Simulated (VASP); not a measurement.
Output of a VASP run:

OSZICAR:
```
...
DAV:   5    -0.890108389248E+01   -0.43870E-02   -0.43868E-02  1492   0.158E+00    0.831E+00
DAV:   6    -0.778640856231E+01    0.11147E+01   -0.37256E+00  1216   0.247E+01    0.792E+00
DAV:   7    -0.777025821043E+01    0.16150E-01   -0.11758E-01  1440   0.365E+00    0.479E+00
DAV:   8    -0.776559011219E+01    0.46681E-02   -0.37262E-02  1336   0.245E+00    0.213E-01
DAV:   9    -0.776601335466E+01   -0.42324E-03   -0.62354E-03  1500   0.742E-01    0.104E-01
DAV:  10    -0.776628513837E+01   -0.27178E-03   -0.11945E-03  1248   0.437E-01    0.681E-02
DAV:  11    -0.776624406492E+01    0.41073E-04   -0.85931E-05  1396   0.120E-01    0.280E-02
DAV:  12    -0.776623903710E+01    0.50278E-05   -0.24190E-05  1440   0.582E-02    0.652E-03
DAV:  13    -0.776623900086E+01    0.36242E-07   -0.44293E-06  1468   0.228E-02
   1 F= -.42992263E+00 E0= -.42992263E+00  d E =-.429923E+00
       N       E                     dE             d eps       ncg     rms          rms(c)
DAV:   1    -0.106938209051E+02   -0.29276E+01   -0.94619E+01  1332   0.119E+02    0.201E+01
DAV:   2    -0.697291027086E+01    0.37209E+01   -0.11172E+01  1132   0.370E+01    0.493E+00
DAV:   3    -0.648386963961E+01    0.48904E+00   -0.10746E+00  1956   0.139E+01    0.205E+00
DAV:   4    -0.644275686650E+01    0.41113E-01   -0.26833E-01  2040   0.508E+00    0.169E+00
DAV:   5    -0.645816847666E+01   -0.15412E-01   -0.22826E-02  1724   0.140E+00    0.293E-01
DAV:   6    -0.645976361797E+01   -0.15951E-02   -0.17296E-03  1892   0.358E-01    0.186E-01
DAV:   7    -0.646031788088E+01   -0.55426E-03   -0.80971E-04  1984   0.263E-01    0.257E-02
DAV:   8    -0.646032009358E+01   -0.22127E-05   -0.24941E-05  1832   0.538E-02    0.584E-03
DAV:   9    -0.646031997418E+01    0.11940E-06   -0.10967E-06  1044   0.780E-03
   2 F= -.35181992E+00 E0= -.35181992E+00  d E =0.781027E-01
       N       E                     dE             d eps       ncg     rms          rms(c)
DAV:   1    -0.857582419614E+01   -0.21155E+01   -0.28617E+01  1312   0.644E+01    0.844E+00
DAV:   2    -0.747222735657E+01    0.11036E+01   -0.37896E+00  1296   0.211E+01    0.262E+00
DAV:   3    -0.731616268351E+01    0.15606E+00   -0.29696E-01  1884   0.679E+00    0.306E+00
DAV:   4    -0.730413500277E+01    0.12028E-01   -0.59679E-02  1980   0.209E+00    0.215E+00
DAV:   5    -0.730920465796E+01   -0.50697E-02   -0.90917E-03  1764   0.488E-01    0.469E-01
DAV:   6    -0.731005992615E+01   -0.85527E-03   -0.29466E-03  1888   0.382E-01    0.106E-01
DAV:   7    -0.731002676276E+01    0.33163E-04   -0.51211E-05  1612   0.740E-02    0.111E-02
DAV:   8    -0.731002559770E+01    0.11651E-05   -0.40948E-06  1420   0.201E-02    0.240E-03
DAV:   9    -0.731002627306E+01   -0.67536E-06   -0.26037E-07   700   0.482E-03
   3 F= -.53149732E+00 E0= -.53149732E+00  d E =-.101575E+00
       N       E                     dE             d eps       ncg     rms          rms(c)
DAV:   1    -0.729894908467E+01    0.11077E-01   -0.78838E-03  1320   0.107E+00    0.146E-01
DAV:   2    -0.729863696887E+01    0.31212E-03   -0.10501E-03  1240   0.354E-01    0.400E-02
DAV:   3    -0.729859499740E+01    0.41971E-04   -0.78578E-05  1900   0.114E-01    0.347E-02
DAV:   4    -0.729859216173E+01    0.28357E-05   -0.18618E-05  1972   0.390E-02    0.265E-02
DAV:   5    -0.729859501203E+01   -0.28503E-05   -0.20228E-06  1444   0.105E-02    0.356E-03
DAV:   6    -0.729859571166E+01   -0.69963E-06   -0.39950E-07   756   0.707E-03
   4 F= -.53155600E+00 E0= -.53155600E+00  d E =-.101633E+00
```

**OUTCAR**
```
------------------------ aborting loop because EDIFF is reached ----------------------------------------
  FORCE on cell =-STRESS in cart. coord.  units (eV):
  Direction    XX          YY          ZZ          XY          YZ          ZX
  --------------------------------------------------------------------------------------
  Total        6.7591717      6.7591717      6.7591717     -0.0000000     -0.0000000      0.0000000
  in kB      449.4767875    449.4767875    449.4767875     -0.0000000     -0.0000000      0.0000000
  external PRESSURE =      -0.5232125 kB  Pullay stress =     450.0000000 kB
  volume of cell :       24.09
      direct lattice vectors                 reciprocal lattice vectors
     0.000000000  2.292392256  2.292392256    -0.218112759  0.218112759  0.218112759
     2.292392256  0.000000000  2.292392256     0.218112759 -0.218112759  0.218112759
     2.292392256  2.292392256 -0.000000000     0.218112759  0.218112759 -0.218112759
  FREE ENERGIE OF THE ION-ELECTRON SYSTEM (eV)
  ---------------------------------------------------
  free  energy   TOTEN  =        -7.2985957117 eV

  energy  without entropy=       -7.2985957117  energy(sigma->0) =       -7.29859571
  enthalpy is  TOTEN    =        -0.5315559970 eV   P V=        6.7670397147

 reached required accuracy - stopping structural energy minimisation
```
(Selected blocks of OUTCAR.)

POSCAR:
```
KF
1
    0.0000000000     2.3549519026     2.3549519026
    2.3549519026     0.0000000000     2.3549519026
    2.3549519026     2.3549519026     0.0000000000
K F
1 1
Direct
  0.0000000000   0.0000000000   0.0000000000
  0.5000000000   0.5000000000   0.5000000000
```

Write an INCAR and KPOINTS that could have produced this output.

One answer among several that fit: the input of the run itself, PBEsol GGA, plane waves, VASP's PBE PAW potentials (set 64).

**INCAR**
```
! general
SYSTEM   =  KF
PREC     =  Accurate
ENCUT    =  620   ! plane-wave cut-off (eV)
LREAL    =  .FALSE.
LASPH    =  .TRUE.   ! aspherical one-centre terms

! electronic loop
EDIFF    =  1E-6   ! SCF stop (eV)
NELM     =  100
ALGO     =  Normal

! smearing
ISMEAR   =  0   ! Gaussian
SIGMA    =  0.05

! functional
GGA      =  PS

! ions
IBRION   =  2   ! conjugate gradients
NSW      =  40
ISIF     =  3   ! ions, shape and volume
EDIFFG   =  -0.02
PSTRESS  =  450   ! kbar

! output
LWAVE    =  .FALSE.
LCHARG   =  .FALSE.
```

KPOINTS:
```
K-points
0
Gamma
 10 10 10
0 0 0
```

POTCAR, in this order: K_sv F (PBE.64 set). Program: vasp_std.

Energy and stress use the plane-wave basis of the starting cell.

The compound is KF in the rock salt structure. This run relaxes it under an external pressure of 45 GPa. Symmetry was kept, so distortions that lower it aren't found.
